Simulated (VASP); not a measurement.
Input:

```yaml
crystal:
  lattice:
    - [0.00000, 2.30837, 2.30837]
    - [2.30837, 0.00000, 2.30837]
    - [2.30837, 2.30837, 0.00000]
  atoms:
    - { symbol: Zr, position: [0.00000, 0.00000, 0.00000] }
    - { symbol: C, position: [0.50000, 0.50000, 0.50000] }
```

These are PBE GGA, VASP's PBE PAW potentials (set 64) (plane waves; VASP) values and carry that method's errors. Numerical set-up: 600 eV cut-off, 12×12×12 Γ-centred mesh, first-order Methfessel-Paxton smearing of 0.10 eV, potentials Zr_sv C.

**Question.** Give the stress tensor in GPa (positive for a compressed cell).

**Answer.** 
```
15.08   0.00   0.00
 0.00  15.08   0.00
 0.00   0.00  15.08
```
The pressure is its mean diagonal, 15.08 GPa.

The compound is ZrC in the rock salt structure. This cell was strained or had an atom moved on purpose.
